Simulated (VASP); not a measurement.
# NAlO2H4 in VASP: a series of runs

One molecule, NAlO2H4, is run at these levels: HSE06+D4, HSE06+TS; tasks: single point.

Program: VASP 6.6.1. These are calculated values, not measurements. Logs are shortened: lines on timing, memory, paths and dates and some standing lists are left out, and cuts for length are marked.

## (1) The structure

The cell holds a molecule in a box, 8 atoms: a = 13.000 Å, b = 14.000 Å, c = 11.000 Å, α = 90.00°, β = 90.00°, γ = 90.00°.

## (2) Single point, HSE06+D4

The input, POSCAR:

```
AlH4NO2
1.0
   13.0000000000      0.0000000000      0.0000000000
    0.0000000000     14.0000000000      0.0000000000
    0.0000000000      0.0000000000     11.0000000000
N Al O H
1 1 2 4
Cartesian
    5.6024000500      8.5218000000      5.8255000100
    6.0776999400      6.8365999800      5.6513000500
    7.6252000500      6.3448000000      5.1656000000
    4.9157000100      5.6548000600      5.9906999900
    6.1885999500      9.3208999800      5.6574999800
    4.6831999500      8.8129000400      6.1141999600
    8.3428000500      6.9370999600      4.9537999500
    5.1029999800      4.7211000200      5.9177000300
```

The input, INCAR.step1:

```
PREC     = Accurate       # precision mode
ENCUT    = 520            # plane-wave cutoff, eV
EDIFF    = 1E-5           # SCF threshold, eV
ISMEAR   = 0              # smearing method
SIGMA    = 0.01           # smearing width, eV
LREAL    = False          # projectors in reciprocal space
LASPH    = True           # aspherical terms in the spheres
NELM     = 100            # most SCF steps
ALGO     = Normal         # electronic algorithm
ISIF     = 2              # what is computed and relaxed
LWAVE    = True           # write WAVECAR
GGA      = PE             # functional
```

The input, INCAR.step2:

```
PREC     = Accurate       # precision mode
ENCUT    = 520            # plane-wave cutoff, eV
EDIFF    = 1E-6           # SCF threshold, eV
ISMEAR   = 0              # smearing method
SIGMA    = 0.01           # smearing width, eV
LREAL    = False          # projectors in reciprocal space
LASPH    = True           # aspherical terms in the spheres
NELM     = 100            # most SCF steps
ALGO     = Normal         # electronic algorithm
ISIF     = 2              # what is computed and relaxed
LWAVE    = False          # write WAVECAR
LCHARG   = True           # write CHGCAR
GGA      = PE             # functional
LHFCALC  = True           # exact exchange
HFSCREEN = 0.2            # screening, 1/A
PRECFOCK = Normal       
IVDW     = 13             # dispersion correction
LELF     = True           # ELF
LVHAR    = True         
LVACPOTAV= True         
ISTART   = 1
```

The input, KPOINTS:

```
Automatic mesh
0
Gamma
  1 1 1
```

Potentials or basis: VASP PAW PBE potentials, release 64 (N, Al, O, H).

Started as:

```console
$ cat potpaw_PBE.64/N/POTCAR potpaw_PBE.64/Al/POTCAR potpaw_PBE.64/O/POTCAR potpaw_PBE.64/H/POTCAR > POTCAR
$ cp INCAR.step1 INCAR
$ mpirun -np 1 vasp_gam > vasp.out
$ cp INCAR.step2 INCAR
$ mpirun -np 1 vasp_gam > vasp.out
```

OUTCAR:

```text
PREC = Accurate
   ENCUT = 520
   EDIFF = 1E-6
   ISMEAR = 0
   LREAL = False
   LASPH = True
   NELM = 100
   ISIF = 2
   GGA = PE
   LHFCALC = True
   HFSCREEN = 0.2
   PRECFOCK = Normal
   IVDW = 13
   ISTART = 1

 ion  position               nearest neighbor table
   1  0.431  0.609  0.530-   5 1.01   6 1.01   2 1.76
   2  0.468  0.488  0.514-   4 1.69   3 1.69   1 1.76
   3  0.587  0.453  0.470-   7 0.95   2 1.69
   4  0.378  0.404  0.545-   8 0.96   2 1.69
   5  0.476  0.666  0.514-   1 1.01
   6  0.360  0.629  0.556-   1 1.01
   7  0.642  0.496  0.450-   3 0.95
   8  0.393  0.337  0.538-   4 0.96

  LATTYP: Found a simple orthorhombic cell.
 ALAT       =    11.0000000000
 B/A-ratio  =     1.1818181818
 C/A-ratio  =     1.2727272727

  Lattice vectors:

 A1 = (   0.0000000000,   0.0000000000,  11.0000000000)
 A2 = (  13.0000000000,   0.0000000000,   0.0000000000)
 A3 = (   0.0000000000,  14.0000000000,   0.0000000000)

Analysis of symmetry for initial positions (statically):
=====================================================================
 Subroutine PRICEL returns:
 Original cell was already a primitive cell.

 Routine SETGRP: Setting up the symmetry group for a
 simple orthorhombic supercell.

 Subroutine GETGRP returns: Found  1 space group operations
 (whereof  1 operations were pure point group operations)
 out of a pool of  8 trial point group operations.

The static configuration has the point symmetry C_1 .

Analysis of symmetry for dynamics (positions and initial velocities):
=====================================================================
 Subroutine PRICEL returns:
 Original cell was already a primitive cell.

 Routine SETGRP: Setting up the symmetry group for a
 simple orthorhombic supercell.

 Subroutine GETGRP returns: Found  1 space group operations
 (whereof  1 operations were pure point group operations)
 out of a pool of  8 trial point group operations.

The dynamic configuration has the point symmetry C_1 .

 Subroutine INISYM returns: Found  1 space group operations
 (whereof  1 operations are pure point group operations),
 and found     1 'primitive' translations

----------------------------------------------------------------------------------------

                                     Primitive cell

  volume of cell :    2002.0000

  direct lattice vectors                    reciprocal lattice vectors
    13.000000000  0.000000000  0.000000000     0.076923077  0.000000000  0.000000000
     0.000000000 14.000000000  0.000000000     0.000000000  0.071428571  0.000000000
     0.000000000  0.000000000 11.000000000     0.000000000  0.000000000  0.090909091

  length of vectors
    13.000000000 14.000000000 11.000000000     0.076923077  0.071428571  0.090909091

  position of ions in fractional coordinates (direct lattice)
     0.430953850  0.608700000  0.529590910
     0.467515380  0.488328570  0.513754550
     0.586553850  0.453200000  0.469600000
     0.378130770  0.403914290  0.544609090
     0.476046150  0.665778570  0.514318180
     0.360246150  0.629492860  0.555836360
     0.641753850  0.495507140  0.450345450
     0.392538460  0.337221430  0.537972730

  ion indices of the primitive-cell ions
   primitive index   ion index
                 1           1
                 2           2
                 3           3
                 4           4
                 5           5
                 6           6
                 7           7
                 8           8

----------------------------------------------------------------------------------------

 KPOINTS: Automatic mesh

Automatic generation of k-mesh.
 Grid dimensions read from file:
 generate k-points for:    1    1    1

 Generating k-lattice:

  Cartesian coordinates                     Fractional coordinates (reciprocal lattice)
     0.076923077  0.000000000  0.000000000     1.000000000  0.000000000  0.000000000
     0.000000000  0.071428571  0.000000000     0.000000000  1.000000000  0.000000000
     0.000000000  0.000000000  0.090909091     0.000000000  0.000000000  1.000000000

  Length of vectors
     0.076923077  0.071428571  0.090909091

  Shift w.r.t. Gamma in fractional coordinates (k-lattice)
     0.000000000  0.000000000  0.000000000

 Subroutine IBZKPT returns following result:
 ===========================================

 Found      1 irreducible k-points:

 Following reciprocal coordinates:
            Coordinates               Weight
  0.000000  0.000000  0.000000      1.000000
   k-points           NKPTS =      1   k-points in BZ     NKDIM =      1   number of bands    NBANDS=     17
   number of dos      NEDOS =    301   number of ions     NIONS =      8
   total plane-waves  NPLWV = 889056
   dimension x,y,z NGX =    98 NGY =  108 NGZ =   84
   dimension x,y,z NGXF=   196 NGYF=  216 NGZF=  168
   ions per type =               1   1   2   4
   NGX,Y,Z   is equivalent  to a cutoff of  12.53, 12.82, 12.70 a.u.
   NGXF,Y,Z  is equivalent  to a cutoff of  25.06, 25.65, 25.39 a.u.
 SYSTEM =  unknown system
   PREC   = accura    normal or accurate (medium, high low for compatibility)
   ISTART =      1    job   : 0-new  1-cont  2-samecut
   ICHARG =      0    charge: 1-file 2-atom 10-const
   ISPIN  =      1    spin polarized calculation?
   LNONCOLLINEAR =      F non collinear calculations
   LSORBIT =      F    spin-orbit coupling
   LASPH  =      T    aspherical Exc in radial PAW
   ENCUT  =  520.0 eV  38.22 Ry    6.18 a.u.  24.17 26.03 20.45*2*pi/ulx,y,z
   NELM   =    100;   NELMIN=  2; NELMDL=  0     # of ELM steps
   EDIFF  = 0.1E-05   stopping-criterion for ELM
   LREAL  =      F    real-space projection
   EDIFFG = 0.1E-04   stopping-criterion for IOM
   NSW    =      0    number of steps for IOM
   IBRION =     -1    ionic relax: 0-MD 1-quasi-New 2-CG
   NFREE  =      0    steps in history (QN), initial steepest desc. (CG)
   ISIF   =      2    stress and relaxation
   ISYM   =      3    0-nonsym 1-usesym 2-fastsym
   POTIM  = 0.5000    time-step for ionic-motion
   TEBEG  =    0.0;   TEEND  =   0.0 temperature during run
   PSTRESS=    0.0 pullay stress
   NELECT =      24.0000    total number of electrons
   NUPDOWN=      -1.0000    fix difference up-down
   EMIN   =  10.00;   EMAX   =-10.00  energy-range for DOS
   EFERMI =   0.00;   METHOD = LEGACY
   ISMEAR =     0;   SIGMA  =   0.01  broadening in eV -4-tet -1-fermi 0-gaus
   EFERMI_NEDOS =   21; number of points for ismear=-14 and -15
   IALGO  =     38    algorithm
   IMIX   =      1    mixing-type and parameters
     AMIX     =   0.40;   BMIX     =  1.00
     AMIX_MAG =   1.60;   BMIX_MAG =  1.00
  volume/ion in A,a.u.               =     250.25      1688.77
  Fermi-wavevector in a.u.,A,eV,Ry     =   0.374677  0.708037  1.910026  0.140383
  Thomas-Fermi vector in A             =   1.305216
   LORBIT       =      0    0 simple, 1 ext, 2 COOP (PROOUT), +10 PAW based schemes
   GGA     = PE    functional components
   LHFCALC =     T    Hartree Fock is set to
   PRECFOCK=normal    Normal, Fast or Accurate (Low or Medium for compatibility)
   ENCUT4O =  -1.0   cutoff for four orbital integrals eV
   NKREDX  =     1    reduce k-point grid by
   NKREDY  =     1    reduce k-point grid by
   NKREDZ  =     1    reduce k-point grid by
   AEXX    =    0.2500 exact exchange contribution
   HFSCREEN=    0.2000 screening length (either q_TF or 0.3 A-1)
   HFSCREENC=   0.2000 screening length for correlation (either q_TF or 0.3 A-1)
   ENCUTFOCK=  -1.0 apply spherical cutoff to Coloumb kernel
   IVDW    =    13    specifies the selected vdW correction
   LEPSILON=     F    determine dielectric tensor
   LRPA    =     F    only Hartree local field effects (RPA)
 non-spin polarized calculation
 Gauss-broadening in eV      SIGMA  =   0.01
  energy-cutoff  :      520.00
  volume of cell :     2002.00
 maximum number of plane-waves:     26955
 NGX is ok and might be reduce to    98
  NGX = 80; NGY = 80; NGZ = 64

 number of electron      23.9999996 magnetization

 Free energy of the ion-electron system (eV)
  ---------------------------------------------------
  ext. energy  EPLUGINS =         0.00000000
  ---------------------------------------------------
  free energy    TOTEN  =       -52.17863352 eV

  energy without entropy =      -52.17863352  energy(sigma->0) =      -52.17863352

 E-fermi :  -6.7267     XC(G=0):  -0.6232

 val. band max:       -6.8365404863   @ k =   0.0000   0.0000   0.0000
 cond. band min:      -0.9169660316   @ k =   0.0000   0.0000   0.0000
 fundamental gap:      5.9195744547
 Fermi energy:        -6.7267107891

 k-point     1 :       0.0000    0.0000    0.0000
  band No.  band energies     occupation
      1     -26.6823      2.00000
      2     -26.4221      2.00000
      3     -22.4918      2.00000
      4     -13.6753      2.00000
      5     -13.0842      2.00000
      6     -12.6234      2.00000
[... 9 lines left out ...]
     16       0.4229      0.00000
     17       0.7198      0.00000

------------------------ aborting loop because EDIFF is reached ----------------------------------------

  DFT-D4 for vdW energy calculation

  Edisp (eV):   -0.09510

  FORCE on cell =-STRESS in cart. coord.  units (eV):
  Direction    XX          YY          ZZ          XY          YZ          ZX
  --------------------------------------------------------------------------------------
  -------------------------------------------------------------------------------------
  Total      -0.18408    -0.19687    -0.14839     0.07701    -0.02384     0.01706
  in kB      -0.14732    -0.15755    -0.11876     0.06163    -0.01908     0.01365
  external pressure =       -0.14 kB  Pullay stress =        0.00 kB

 VOLUME and BASIS-vectors are now :
 -----------------------------------------------------------------------------
  energy-cutoff  :      520.00
  volume of cell :     2002.00
      direct lattice vectors                 reciprocal lattice vectors
    13.000000000  0.000000000  0.000000000     0.076923077  0.000000000  0.000000000
     0.000000000 14.000000000  0.000000000     0.000000000  0.071428571  0.000000000
     0.000000000  0.000000000 11.000000000     0.000000000  0.000000000  0.090909091

 POSITION                                       TOTAL-FORCE (eV/Angst)
 -----------------------------------------------------------------------------------
      5.60240      8.52180      5.82550         0.009245     -0.093136     -0.003734
      6.07770      6.83660      5.65130        -0.020666      0.037037      0.005858
      7.62520      6.34480      5.16560        -0.123512      0.021735      0.038009
      4.91570      5.65480      5.99070         0.070792      0.086606     -0.019791
      6.18860      9.32090      5.65750        -0.004027      0.003254      0.001132
      4.68320      8.81290      6.11420         0.010302      0.010597     -0.002858
      8.34280      6.93710      4.95380         0.087954      0.013467     -0.026419
      5.10300      4.72110      5.91770        -0.030089     -0.079559      0.007803
 -----------------------------------------------------------------------------------
    total drift:                                0.000295     -0.000419     -0.000321

  FREE ENERGIE OF THE ION-ELECTRON SYSTEM (eV)
  ---------------------------------------------------
  free  energy   TOTEN  =       -52.2737319525 eV

  energy  without entropy=      -52.2737319525  energy(sigma->0) =      -52.27373195
```

It took 7.5 min on 1 thread of Intel Xeon 6975P-C (Granite Rapids), shared host; peak memory 1.6 GiB.

What came out:

```yaml
Free_energy: -52.2737 eV
Largest_force: 0.131 eV/Å
Gap_between_the_frontier_levels: 5.92 eV
Dispersion_energy_per_atom: -0.012 eV
```

Forces in eV/Å, atoms in the order of the input:
```
N    0.009 -0.093 -0.004
Al  -0.021  0.037  0.006
O   -0.124  0.022  0.038
O    0.071  0.087 -0.020
H   -0.004  0.003  0.001
H    0.010  0.011 -0.003
H    0.088  0.013 -0.026
H   -0.030 -0.080  0.008
```

Caveat: the PAW data sets were made with another functional, which shifts forces and pressure a little.

## (3) Single point, HSE06+TS

The input, POSCAR:

```
AlH4NO2
1.0
   13.0000000000      0.0000000000      0.0000000000
    0.0000000000     14.0000000000      0.0000000000
    0.0000000000      0.0000000000     11.0000000000
N Al O H
1 1 2 4
Direct
    0.4309538500      0.6087000000      0.5295909100
    0.4675153800      0.4883285700      0.5137545500
    0.5865538500      0.4532000000      0.4696000000
    0.3781307700      0.4039142900      0.5446090900
    0.4760461500      0.6657785700      0.5143181800
    0.3602461500      0.6294928600      0.5558363600
    0.6417538500      0.4955071400      0.4503454500
    0.3925384600      0.3372214300      0.5379727300
```

The input, INCAR.step1:

```
SYSTEM = AlH4NO2
PREC     = Accurate       ! precision mode
ENCUT    = 520            ! plane-wave cutoff, eV
EDIFF    = 1E-5           ! SCF threshold, eV
ISMEAR   = 0              ! smearing method
SIGMA    = 0.01           ! smearing width, eV
LREAL    = .FALSE.        ! projectors in reciprocal space
LASPH    = .TRUE.         ! aspherical terms in the spheres
NELM     = 80             ! most SCF steps
ALGO     = Normal         ! electronic algorithm
ISIF     = 2              ! what is computed and relaxed
LWAVE    = .TRUE.         ! write WAVECAR
LCHARG   = .FALSE.        ! write CHGCAR
GGA      = PE             ! functional
```

The input, INCAR.step2:

```
SYSTEM = AlH4NO2
PREC     = Accurate       ! precision mode
ENCUT    = 520            ! plane-wave cutoff, eV
EDIFF    = 1E-6           ! SCF threshold, eV
ISMEAR   = 0              ! smearing method
SIGMA    = 0.01           ! smearing width, eV
LREAL    = .FALSE.        ! projectors in reciprocal space
LASPH    = .TRUE.         ! aspherical terms in the spheres
NELM     = 80             ! most SCF steps
ALGO     = Normal         ! electronic algorithm
ISIF     = 2              ! what is computed and relaxed
LWAVE    = .FALSE.        ! write WAVECAR
LCHARG   = .FALSE.        ! write CHGCAR
GGA      = PE             ! functional
LHFCALC  = .TRUE.         ! exact exchange
HFSCREEN = 0.2            ! screening, 1/A
PRECFOCK = Fast         
IVDW     = 2              ! dispersion correction
ISTART   = 1
```

The input, KPOINTS:

```
regular mesh
0
G
  1 1 1
  0 0 0
```

Potentials or basis: VASP PAW PBE potentials, release 64 (N, Al, O, H).

Started as:

```console
$ cat potpaw_PBE.64/N/POTCAR potpaw_PBE.64/Al/POTCAR potpaw_PBE.64/O/POTCAR potpaw_PBE.64/H/POTCAR > POTCAR
$ cp INCAR.step1 INCAR
$ mpirun -np 1 vasp_gam > vasp.out
$ cp INCAR.step2 INCAR
$ mpirun -np 1 vasp_gam > vasp.out
```

Run time: 7.1 min. Hardware: 1 thread of Intel Xeon 6975P-C (Granite Rapids), shared host; peak memory 1.6 GiB.

It converged, with:

```
Free energy                     : -52.2091 eV
Largest force                   : 0.119 eV/Å
Gap between the frontier levels : 5.92 eV
Hirshfeld charges               : N -0.37; Al +0.64; O -0.39; H +0.10, +0.11, +0.15 e
Dispersion energy per atom      : -0.003 eV
```

Forces on the atoms (eV/Å):
```
N    0.005 -0.075 -0.011
Al  -0.020  0.028  0.004
O   -0.112  0.016  0.037
O    0.057  0.083 -0.012
H    0.008  0.006  0.005
H    0.004  0.009 -0.013
H    0.081  0.020 -0.023
H   -0.022 -0.088  0.011
```

Levels at points of the mesh, in eV from the valence-band top:
```tsv
k point	band 10	band 11	band 12	band 13	band 14	band 15
(0.00, 0.00, 0.00)	-2.01	-1.45	0.00	5.92	7.05	7.14
```

Caveat: the PAW data sets were made with another functional, which shifts forces and pressure a little.

## (4) For comparison

An earlier run on the cell as given: functional PBE; potentials or basis VASP PAW PBE potentials, release 64 (N, Al, O, H); cutoff 520 eV; k mesh 1 × 1 × 1; occupations gaussian, width 0.01 eV; no spin polarisation.

* Largest force: 0.608 eV/Å
* Gap between the frontier levels: 4.53 eV

## (5) Overview

```csv
level,grid for exact exchange (PRECFOCK),screening parameter,gap on the mesh (eV),largest force (eV/Å)
HSE06+D4,Normal,0.2 1/A,5.92,0.13
HSE06+TS,Fast,0.2 1/A,5.92,0.12
PBE,-,-,4.53,0.61
```

Alike in all rows: task single point; potentials or basis VASP PAW PBE potentials, release 64 (N, Al, O, H); no spin polarisation; cell as given; k mesh 1 × 1 × 1; cutoff (eV) 520; smearing gaussian 0.01 eV.

On the cell as given the gap runs from 4.53 eV (PBE) to 5.92 eV (HSE06+TS).

Caveats: the PAW data sets were made with another functional, which shifts forces and pressure a little (some runs).

Absolute energies hang on the potentials; compare differences alone.
